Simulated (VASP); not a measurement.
Level of theory: LDA (Ceperley-Alder, Perdew-Zunger), VASP's LDA PAW potentials (set 64) (plane waves; VASP).

Input for VASP

KPOINTS:
```
kpoints
0
gamma
 3 3 3
0 0 0
```

**INCAR**
```
NELM  =  100   # most electronic steps
LASPH  =  T   # aspherical one-centre terms
EDIFF  =  1E-6
SYSTEM  =  Tl3VSe4
LMAXMIX  =  4   # l cut-off of mixed one-centre charges
ISIF  =  2   # forces and stress, cell fixed
SIGMA  =  0.01
ENCUT  =  300   # plane-wave cut-off (eV)
PREC  =  Accurate
LCHARG  =  F
ALGO  =  Normal   # blocked Davidson
LWAVE  =  F
ISMEAR  =  -1   # Fermi-Dirac
LREAL  =  F   # projection in real space or not
```

POSCAR:
```
Tl3VSe4
1
   -3.9193700000     3.9193700000     3.9193700000
    3.9193700000    -3.9193700000     3.9193700000
    3.9193700000     3.9193700000    -3.9193700000
V Tl Se
1 3 4
Direct
  0.0000000000   0.0000000000   0.0000000000
  0.5000000000   0.5000000000   0.0000000000
  0.0000000000   0.5000000000   0.5000000000
  0.5000000000   0.0000000000   0.5000000000
  0.6637800000   0.6637800000   0.6637800000
  0.3362200000   0.0000000000   0.0000000000
  0.0000000000   0.0000000000   0.3362200000
  0.0000000000   0.3362200000   0.0000000000
```

POTCAR, in this order: V_sv Tl_d Se (LDA.64 set). Program: vasp_std.

At this cut-off the stress carries a Pulay error, which pulls relaxed volumes low.

Q: What does the run give for the energy per atom (σ→0), pressure, largest force?

A: 
- energy per atom (σ→0) = -4.851 eV/atom
- pressure = -3.44 GPa
- largest force = 0.186 eV/Å

**OSZICAR**
```
...
DAV:  10    -0.388088782622E+02    0.32459E-02   -0.68340E-02   417   0.122E+00    0.666E-01
DAV:  11    -0.388051512193E+02    0.37270E-02   -0.16797E-02   427   0.694E-01    0.227E-01
DAV:  12    -0.388052123531E+02   -0.61134E-04   -0.93573E-04   425   0.153E-01    0.103E-01
DAV:  13    -0.388051622956E+02    0.50058E-04   -0.26834E-04   440   0.822E-02    0.308E-02
DAV:  14    -0.388051564115E+02    0.58840E-05   -0.25184E-05   393   0.304E-02    0.129E-02
DAV:  15    -0.388051561094E+02    0.30210E-06   -0.15820E-05   366   0.192E-02    0.107E-02
DAV:  16    -0.388051554082E+02    0.70121E-06   -0.21430E-06   268   0.811E-03
   1 F= -.38805155E+02 E0= -.38805155E+02  d E =-.934468E-12
```

The structure comes from a computed database's Tl3VSe4 entry (I-43m); how it stands against other phases isn't given here. The cell was not relaxed at this level. The run is not spin-polarised, so no magnetic state was tried.
